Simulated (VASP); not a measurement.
Energy against volume of NiSb (NiAs type). These are vdW-DF-cx, VASP's PBE PAW potentials (set 64) (plane waves; VASP) values and carry that method's errors. Settings: 520 eV cut-off, 9×9×6 Γ-centred mesh, first-order Methfessel-Paxton smearing of 0.10 eV, potentials Ni Sb.

Shape and ions are relaxed at each volume.

```csv
V (Å³/atom),E (eV/atom)
16.060,-2.97112
16.572,-2.99063
17.085,-2.99592
17.597,-2.98939
```

Q: Fit these four points and predict the energy of the run at 18.110 Å³/atom.

A: A cubic in V^(−2/3), the third-order Birch-Murnaghan form, passes through the four points with V0 = 17.04 Å³/atom and B0 = 124 GPa, and gives -2.9730 eV/atom there. The run gave -2.9730 eV/atom, +0.1 meV/atom from the fit; all five points give B0 = 125 GPa.

The compound is NiSb in the NiAs type structure. It was relaxed first. The run is not spin-polarised, so no magnetic state was tried.
